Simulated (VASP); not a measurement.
Input:

```
CELL_PARAMETERS angstrom
      1.52885    -2.64805     0.00000
      1.52885     2.64805     0.00000
      0.00000     0.00000     3.45980
ATOMIC_POSITIONS crystal
  Mg 0.00000 0.00000 0.00000
  B  0.33333 0.66667 0.50000
  B  0.66667 0.33333 0.50000
```

Method: PBE GGA with D3 dispersion (zero damping), VASP's PBE PAW potentials (set 64) (plane waves; VASP). Run with 520 eV cut-off, Gaussian smearing of 0.050 eV, potentials Mg B.

Q: Estimate the band gap (along the path) with the smallest direct gap where there is one.

A: 
The band gap (along the path) comes out as none (metal, semimetal or under 0.01 eV).

Total energies compare only between runs with the same potentials, cut-off and functional.

The compound is MgB2 in the AlB2 type structure. It was relaxed first.
